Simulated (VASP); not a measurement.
VASP ran on this input.

File POSCAR:
```
RbBr
1
    0.0000000000     3.5564309377     3.5564309377
    3.5564309377     0.0000000000     3.5564309377
    3.5564309377     3.5564309377     0.0000000000
Rb Br
1 1
Direct
  0.0000000000   0.0000000000   0.0000000000
  0.5000000000   0.5000000000   0.5000000000
```

**INCAR**
```
SYSTEM = RbBr
PREC = Accurate
ENCUT = 520
EDIFF = 1E-7
NELM = 100
ALGO = Normal
LREAL = .FALSE.
LASPH = .TRUE.
ISMEAR = 0
SIGMA = 0.05
GGA = PE
IVDW = 11
LMAXMIX = 4
LWAVE = .FALSE.
LCHARG = .FALSE.
ISIF = 2
```

File KPOINTS:
```
Automatic mesh
0
Gamma
7 7 7
0 0 0
```

POTCAR, in this order: Rb_sv Br (PBE.64 set). Program: vasp_std.

Task: Translate this PBE-D3 (zero damping) calculation to Quantum ESPRESSO's pw.x.

Result: One equivalent input (not run):
```
&CONTROL
  calculation = 'scf'
  pseudo_dir = './pseudo'
  outdir = './out'
  tprnfor = .true.
  tstress = .true.
/
&SYSTEM
  ibrav = 0
  nat = 2
  ntyp = 2
  ecutwfc = 46.3
  occupations = 'smearing'
  smearing = 'gaussian'
  degauss = 0.003675
  input_dft = 'pbe'
  vdw_corr = 'grimme-d3'
  dftd3_version = 3
  dftd3_threebody = .false.
/
&ELECTRONS
  conv_thr = 7.3e-09
  electron_maxstep = 100
/
ATOMIC_SPECIES
  Rb 85.468 Rb.upf
  Br 79.904 Br.upf
CELL_PARAMETERS angstrom
     0.0000000    3.5564309    3.5564309
     3.5564309    0.0000000    3.5564309
     3.5564309    3.5564309    0.0000000
ATOMIC_POSITIONS crystal
  Rb   0.0000000  0.0000000  0.0000000
  Br   0.5000000  0.5000000  0.5000000
K_POINTS automatic
  7 7 7 0 0 0
```
Limits of the translation: the potentials are each code's own (VASP's PAW set, PseudoDojo norm-conserving files in pw.x), so ENCUT and ecutwfc are chosen apart and not converted; conv_thr bounds pw.x's estimated SCF error, while EDIFF bounds the energy change between steps.

The compound is RbBr in the rock salt structure. This cell is one point of a volume scan, at 1.03 of the reference volume.
